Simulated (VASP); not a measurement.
**Lattice of Sb, functional by functional**

How much does the relaxed cell of Sb depend on the functional? The starting structure is a measured crystal structure from the Crystallography Open Database. The first relaxation on each setting starts from this cell expanded by 3 % in volume.

Main program and level: VASP 6.6.1; Kohn-Sham DFT with plane waves and PAW; PBEsol, LDA and PBE.

## 1. Set-up

The structure is trigonal, space group R-3m (No. 166). Conventional cell: a = 4.301 Å, b = 4.301 Å, c = 11.222 Å, α = 90.00°, β = 90.00°, γ = 120.00°. Nearest to Sb lie 3 Sb at 2.90 Å.

## 2. Relaxation with PBEsol

PBEsol restores the gradient expansion of exchange and is tuned for the cells of solids. This run starts from the cell of an earlier relaxation, which isn't shown; the restart sets up the plane waves anew.

Input file INCAR:

```
SYSTEM = Sb
PREC = Accurate
ENCUT = 450
EDIFF = 1E-06
NELM = 100
ISMEAR = 1
SIGMA = 0.15
LREAL = .FALSE.
ALGO = Normal
GGA = PS
NBANDS = 11
LORBIT = 11
LWAVE = .FALSE.
LCHARG = .FALSE.
KPAR = 2
IBRION = 2
NSW = 50
ISIF = 3
EDIFFG = -0.004
```

Input file POSCAR:

```
Sb
1.0
    2.1636498818      1.2491838417      3.6811346697
   -2.1636498818      1.2491838417      3.6811346697
    0.0000000000     -2.4983676834      3.6811346697
Sb
2
Direct
    0.7638831957      0.7638831957      0.7638831957
    0.2361168043      0.2361168043      0.2361168043
```

Input file KPOINTS:

```
Automatic mesh
0
Gamma
12 12 12
0 0 0
```

Potentials, in the order of the species: Sb (PBE family, release 64).

On the command line:

```console
$ mpirun -np 2 vasp_std
```

The log of the run:

```text
[banner, memory and clock lines left out]
running    2 mpi-ranks, on    1 nodes
 distrk:  each k-point on    1 cores,    2 groups
 distr:  one band on    1 cores,    1 groups

 POSCAR found type information on POSCAR Sb
 POSCAR found :  1 types and       2 ions
|                                                                             |
|               ----> ADVICE to this user running VASP <----                  |
|                                                                             |
|     You enforced a specific xc type in the INCAR file but a different       |
|     [... a line on the potential file left out ...]
|     I HOPE YOU KNOW WHAT YOU ARE DOING!                                     |
|                                                                             |

 LDA part: xc-table for (Slater+PW92), standard interpolation
 POSCAR, INCAR and KPOINTS ok, starting setup
 FFT: planning ... GRIDC
 FFT: planning ... GRID_SOFT
 FFT: planning ... GRID
 WAVECAR not read
 entering main loop
       N       E                     dE             d eps       ncg     rms          rms(c)
DAV:   1     0.315200986891E+02    0.31520E+02   -0.33496E+03  4158   0.637E+02
DAV:   2    -0.745849059232E+01   -0.38979E+02   -0.37699E+02  5487   0.107E+02
DAV:   3    -0.911726707215E+01   -0.16588E+01   -0.16462E+01  5038   0.251E+01
DAV:   4    -0.913109984611E+01   -0.13833E-01   -0.13830E-01  4697   0.277E+00
DAV:   5    -0.913126654022E+01   -0.16669E-03   -0.16669E-03  4794   0.334E-01    0.287E+00
DAV:   6    -0.912212828528E+01    0.91383E-02   -0.21622E-03  4731   0.282E-01    0.172E+00
DAV:   7    -0.911664577617E+01    0.54825E-02   -0.50957E-03  4563   0.425E-01    0.579E-02
DAV:   8    -0.911667624830E+01   -0.30472E-04   -0.11680E-04  4734   0.764E-02    0.174E-02
DAV:   9    -0.911668323817E+01   -0.69899E-05   -0.14011E-05  4641   0.233E-02    0.481E-03
DAV:  10    -0.911668271117E+01    0.52700E-06   -0.18777E-06  3422   0.770E-03
   1 F= -.91166827E+01 E0= -.91171112E+01  d E =-.911668E+01
 curvature:   0.00 expect dE= 0.000E+00 dE for cont linesearch  0.000E+00
 trial: gam= 0.00000 g(F)=  0.108E-05 g(S)=  0.813E-07 ort = 0.000E+00 (trialstep = 0.100E+01)
 search vector abs. value=  0.116E-05
 reached required accuracy - stopping structural energy minimisation
```

It took 44 s on 2 MPI ranks of Intel Xeon Platinum 8375C at 2.90GHz (Ice Lake), shared host; peak memory 0.44 GiB.

The logs omit lines about the potential files and the build; timing stands in the text.

OUTCAR, selected parts (step 2):

```text
ion  position               nearest neighbor table
   1  0.764  0.764  0.764-   2 2.93   2 2.93   2 2.93   2 3.29   2 3.29   2 3.29
   2  0.236  0.236  0.236-   1 2.93   1 2.93   1 2.93   1 3.29   1 3.29   1 3.29

  LATTYP: Found a trigonal (rhomboedric) cell.
 ALAT       =     4.4488867751
 COS(alpha) =     0.5269563029

 Subroutine GETGRP returns: Found 12 space group operations
 (whereof 12 operations were pure point group operations)

The static configuration has the point symmetry D_3d.

 Found    189 irreducible k-points:

   k-points           NKPTS =    189   k-points in BZ     NKDIM =    189   number of bands    NBANDS=     11

   dimension x,y,z NGX =    32 NGY =   32 NGZ =   32
   dimension x,y,z NGXF=    64 NGYF=   64 NGZF=   64

   ENCUT  =  450.0 eV  33.07 Ry    5.75 a.u.   7.70  7.70  7.70*2*pi/ulx,y,z

   NELECT =      10.0000    total number of electrons

 k-points in reciprocal lattice and weights: Automatic mesh
   0.00000000  0.00000000  0.00000000       0.001
   0.08333333  0.00000000  0.00000000       0.003
   0.16666667  0.00000000 -0.00000000       0.003
   0.25000000  0.00000000 -0.00000000       0.003
   0.33333333  0.00000000  0.00000000       0.003
   0.41666667  0.00000000  0.00000000       0.003
   0.50000000  0.00000000 -0.00000000       0.002
   0.08333333  0.08333333  0.00000000       0.003
   0.16666667  0.08333333 -0.00000000       0.007
[...]
-0.41666667  0.50000000  0.41666667       0.003
   0.50000000  0.50000000  0.50000000       0.001

 average (electrostatic) potential at core
       1 -85.5605       2 -85.5605

 E-fermi :   7.1959

 k-point     1 :       0.0000    0.0000    0.0000
  band No.  band energies     occupation
      1      -5.4991      2.00000
      2       2.5238      2.00000
      3       5.2897      2.00000
      4       5.4262      2.00000
      5       5.4262      2.00000
      6       9.5728     -0.00000
      7      10.0596     -0.00000
      8      10.0596     -0.00000
      9      12.1648      0.00000
     10      12.1648      0.00000
    ...

 k-point     2 :       0.0833    0.0000    0.0000
  band No.  band energies     occupation
      1      -5.4222      2.00000
      2       2.1463      2.00000
      3       5.3117      2.00000
      4       5.4177      2.00000
      5       5.6096      2.00000
      6       9.4784     -0.00000
      7       9.8327     -0.00000
      8       9.8331     -0.00000
      9      11.8735      0.00000
     10      12.1993      0.00000
    ...

 k-point     3 :       0.1667    0.0000   -0.0000
  band No.  band energies     occupation
      1      -5.1921      2.00000
      2       1.2815      2.00000
      3       5.3326      2.00000
      4       5.4021      2.00000
      5       5.9696      2.00000
      6       9.1045     -0.00000
      7       9.2724     -0.00000
      8       9.2941     -0.00000
      9      11.7337      0.00000
     10      12.3100      0.00000
    ...

  Total        0.0005256      0.0005256     -0.0016786      0.0000000      0.0000000      0.0000000
  in kB        0.0141071      0.0141071     -0.0450511      0.0000000      0.0000000      0.0000000
  external PRESSURE =      -0.0056123 kB  Pullay stress =       0.0000000 kB

  energy-cutoff  :      450.00
  volume of cell :       59.70
      direct lattice vectors                 reciprocal lattice vectors
     2.163649882  1.249183842  3.681134670     0.231090993  0.133420447  0.090551790
    -2.163649882  1.249183842  3.681134670    -0.231090993  0.133420447  0.090551790
     0.000000000 -2.498367683  3.681134670     0.000000000 -0.266840894  0.090551790

 POSITION                                       TOTAL-FORCE (eV/Angst)
 -----------------------------------------------------------------------------------
      0.00000      0.00000      8.43587         0.000000     -0.000000     -0.003348
      0.00000      0.00000      2.60753         0.000000      0.000000      0.003348
 -----------------------------------------------------------------------------------
    total drift:                                0.000000      0.000000     -0.000000

  FREE ENERGIE OF THE ION-ELECTRON SYSTEM (eV)
  ---------------------------------------------------
  free  energy   TOTEN  =        -9.1166827112 eV

  energy  without entropy=       -9.1179681709  energy(sigma->0) =       -9.11711120

 reached required accuracy - stopping structural energy minimisation

 total charge
# of ion       s       p       d       tot
------------------------------------------
    1        1.215   1.143   0.036   2.394
    2        1.215   1.143   0.036   2.394
--------------------------------------------------
tot          2.431   2.285   0.072   4.788

[... 3 further parts left out ...]
```

CONTCAR:

```
Sb
   1.00000000000000
     2.1636498818000001    1.2491838417000001    3.6811346697000000
    -2.1636498818000001    1.2491838417000001    3.6811346697000000
     0.0000000000000000   -2.4983676834000001    3.6811346697000000
  Sb
     2
Direct
     0.7638831956999965    0.7638831956999965    0.7638831956999965
     0.2361168043000035    0.2361168043000035    0.2361168043000035
```

The PAW data sets were made with PBE, which is usual practice but a small mismatch for other functionals. The run keeps the 12 symmetry operations of its start, so it cannot find a distortion of lower symmetry.

With PBEsol the relaxed cell holds 29.848 Å³ an atom, -0.37 % against the measured cell, with a = 4.327 Å and c = 11.043 Å. Pressures at 0.985 and 1.015 times this volume, from two more relaxations that aren't shown, give a bulk modulus of 44.2 GPa.

## 3. Relaxation with LDA

LDA, the lowest rung, knows the local density alone. This run starts from the cell of an earlier relaxation, which isn't shown; the restart sets up the plane waves anew.

INCAR: that of step 2 with these lines changed.

```diff
@@ -9,3 +9,3 @@
 ALGO = Normal
-GGA = PS
+GGA = CA
 NBANDS = 11
```

Input file POSCAR:

```
Sb
1.0
    2.1512737567      1.2420384826      3.6482324630
   -2.1512737567      1.2420384826      3.6482324630
    0.0000000000     -2.4840769651      3.6482324630
Sb
2
Direct
    0.7635946560      0.7635946560      0.7635946560
    0.2364053440      0.2364053440      0.2364053440
```

KPOINTS is that of step 2.

Potentials, in the order of the species: Sb (LDA family, release 64).

On the command line:

```console
$ mpirun -np 2 vasp_std
```

The log of the run:

```text
[banner, memory and clock lines left out]
running    2 mpi-ranks, on    1 nodes
[...]
LDA part: xc-table for (Slater(with rela. corr.)+CA(PZ))
 , standard interpolation
 POSCAR, INCAR and KPOINTS ok, starting setup
[...]
entering main loop
       N       E                     dE             d eps       ncg     rms          rms(c)
DAV:   1     0.341120927963E+02    0.34112E+02   -0.33184E+03  4158   0.638E+02
DAV:   2    -0.781231339436E+01   -0.41924E+02   -0.40823E+02  5689   0.111E+02
DAV:   3    -0.963549464153E+01   -0.18232E+01   -0.18088E+01  5020   0.262E+01
DAV:   4    -0.965216502223E+01   -0.16670E-01   -0.16650E-01  4699   0.302E+00
[...]
DAV:   8    -0.962859688750E+01   -0.12150E-04   -0.18675E-04  4632   0.985E-02    0.171E-02
DAV:   9    -0.962860051718E+01   -0.36297E-05   -0.13107E-05  4758   0.223E-02    0.585E-03
DAV:  10    -0.962860015614E+01    0.36104E-06   -0.15329E-06  2860   0.694E-03
   1 F= -.96286002E+01 E0= -.96290276E+01  d E =-.962860E+01
[...]
reached required accuracy - stopping structural energy minimisation
```

Run time: 44 s. Hardware: 2 MPI ranks; peak memory 0.41 GiB.

From OUTCAR (step 3):

```text
  Total       -0.0006401     -0.0006401     -0.0006539      0.0000000     -0.0000000      0.0000000
  in kB       -0.0175338     -0.0175338     -0.0179117      0.0000000     -0.0000000      0.0000000
  external PRESSURE =      -0.0176597 kB  Pullay stress =       0.0000000 kB

 POSITION                                       TOTAL-FORCE (eV/Angst)
 -----------------------------------------------------------------------------------
      0.00000      0.00000      8.35731         0.000000     -0.000000     -0.001802
      0.00000      0.00000      2.58738         0.000000      0.000000      0.001802
 -----------------------------------------------------------------------------------
    total drift:                               -0.000000     -0.000000     -0.000000

  FREE ENERGIE OF THE ION-ELECTRON SYSTEM (eV)
  ---------------------------------------------------
  free  energy   TOTEN  =        -9.6286001561 eV

  energy  without entropy=       -9.6298825130  energy(sigma->0) =       -9.62902761

[... 2 parts as in an earlier step ...]

[... 2 further parts left out ...]
[key lines of the parts left out:]
E-fermi :   7.4586
```

With LDA the relaxed cell holds 29.244 Å³ an atom, -2.39 % against the measured cell, with a = 4.303 Å and c = 10.945 Å. That is -2.02 % from PBEsol. Pressures at 0.985 and 1.015 times this volume, from two more relaxations that aren't shown, give a bulk modulus of 47.3 GPa.

## 4. Relaxation with PBE

PBE, the usual starting point, adds the gradient of the density.

INCAR: that of step 3 with these lines changed.

```diff
@@ -9,3 +9,3 @@
 ALGO = Normal
-GGA = CA
+GGA = PE
 NBANDS = 11
```

Input file POSCAR:

```
Sb
1.0
    2.1716419788      1.2537980811      3.7777053791
   -2.1716419788      1.2537980811      3.7777053791
    0.0000000000     -2.5075961621      3.7777053791
Sb
2
Direct
    0.7663800000      0.7663800000      0.7663800000
    0.2336200000      0.2336200000      0.2336200000
```

KPOINTS is that of step 3.

PAW data sets: Sb (PBE family, release 64).

On the command line:

```console
$ mpirun -np 2 vasp_std
```

The log of the run:

```text
[banner, memory and clock lines left out]
running    2 mpi-ranks, on    1 nodes
[...]
LDA part: xc-table for (Slater+PW92), standard interpolation
 POSCAR, INCAR and KPOINTS ok, starting setup
[...]
entering main loop
       N       E                     dE             d eps       ncg     rms          rms(c)
DAV:   1     0.327611651471E+02    0.32761E+02   -0.33193E+03  4158   0.636E+02
DAV:   2    -0.651478729505E+01   -0.39276E+02   -0.37956E+02  5656   0.106E+02
DAV:   3    -0.825208856763E+01   -0.17373E+01   -0.17249E+01  5059   0.254E+01
DAV:   4    -0.826842886086E+01   -0.16340E-01   -0.16328E-01  4716   0.287E+00
[...]
DAV:   8    -0.826705496880E+01   -0.11271E-03   -0.23594E-04  4758   0.981E-02    0.274E-02
DAV:   9    -0.826708603500E+01   -0.31066E-04   -0.48582E-05  4557   0.447E-02    0.567E-03
DAV:  10    -0.826708658762E+01   -0.55262E-06   -0.64737E-06  4855   0.140E-02
   1 F= -.82670866E+01 E0= -.82673150E+01  d E =-.826709E+01
[... from here on, the cycles between the ionic steps are left out ...]
   2 F= -.82711475E+01 E0= -.82713099E+01  d E =-.406087E-02
   3 F= -.82740705E+01 E0= -.82742569E+01  d E =-.698388E-02
   4 F= -.82740683E+01 E0= -.82742540E+01  d E =-.698171E-02
   5 F= -.82741845E+01 E0= -.82743645E+01  d E =-.116186E-03
   6 F= -.82743617E+01 E0= -.82745273E+01  d E =-.293387E-03
   7 F= -.82743662E+01 E0= -.82745298E+01  d E =-.297865E-03
   8 F= -.82744011E+01 E0= -.82745620E+01  d E =-.349598E-04
   9 F= -.82744018E+01 E0= -.82745625E+01  d E =-.355980E-04
  10 F= -.82744035E+01 E0= -.82745600E+01  d E =-.176672E-05
  11 F= -.82744099E+01 E0= -.82745682E+01  d E =-.816870E-05
[...]
reached required accuracy - stopping structural energy minimisation
```

Run time: 3 min. Hardware: 2 MPI ranks; peak memory 0.48 GiB; 6 min of CPU time.

From OUTCAR (step 4):

```text
  Total        0.0000684      0.0000684      0.0001049      0.0000000      0.0000000      0.0000000
  in kB        0.0017245      0.0017245      0.0026464      0.0000000      0.0000000      0.0000000
  external PRESSURE =       0.0020318 kB  Pullay stress =       0.0000000 kB

 POSITION                                       TOTAL-FORCE (eV/Angst)
 -----------------------------------------------------------------------------------
     -0.00000      0.00000      8.80105        -0.000000      0.000000      0.001505
     -0.00000      0.00000      2.67823         0.000000     -0.000000     -0.001505
 -----------------------------------------------------------------------------------
    total drift:                               -0.000000     -0.000000      0.000000

  FREE ENERGIE OF THE ION-ELECTRON SYSTEM (eV)
  ---------------------------------------------------
  free  energy   TOTEN  =        -8.2744099287 eV

  energy  without entropy=       -8.2748846245  energy(sigma->0) =       -8.27456816

[... 2 parts as in an earlier step ...]

[... 2 further parts left out ...]
[key lines of the parts left out:]
E-fermi :   6.6078
```

Logs of long relaxations may skip ionic steps without a mark.

With PBE the relaxed cell holds 31.758 Å³ an atom, +6.01 % against the measured cell, with a = 4.378 Å and c = 11.479 Å. That is +6.40 % from PBEsol. Pressures at 0.985 and 1.015 times this volume, from two more relaxations that aren't shown, give a bulk modulus of 33.3 GPa.

## 5. The runs compared

```csv
level,volume (Å³/atom),against the measured cell (%),a (Å),c (Å),bulk modulus (GPa),pressure left (GPa),core minutes
PBEsol,29.848,-0.37,4.3273,11.0434,44.2,0.0,8.2
LDA,29.244,-2.39,4.3025,10.9447,47.3,0.0,8.17
PBE,31.758,6.01,4.378,11.4793,33.3,0.0,6.0
```

Core minutes are wall time times ranks, summed over the relaxations behind a row (those for a bulk modulus apart), on shared hosts.

## 6. Summary of results

```json
{"volume, PBEsol": "29.85 Å³/atom", "volume, LDA": "29.24 Å³/atom", "volume, PBE": "31.76 Å³/atom"}
```

In words: Across 3 levels the volume of Sb spans 8.6 %, from 29.24 Å³ an atom (LDA) to 31.76 Å³ (PBE). Against the measured volume of the starting structure, PBEsol comes nearest (-0.4 %) and PBE lies farthest (+6.0 %). The measured cell holds zero-point expansion and, unless it was taken cold, thermal expansion, which the runs lack, so small differences decide nothing. The bulk modulus goes from 33.3 GPa (PBE) to 47.3 GPa (LDA). All runs keep the symmetry of the start, so they can't find a distortion of lower symmetry. Further runs on this material are not shown.

[Lines on the potential files, build, host, timing and source positions are cut from VASP's logs without a mark.]

[Logs are printed without paths, hosts, clocks, repeated set-up lines and the standing remarks that a program may print on its own settings, such as how far it seeks lower states.]

[Hosts, paths, dates, database ids (printed as entryN), source tags and the programs' standing remarks are cut or masked in the printed files.]
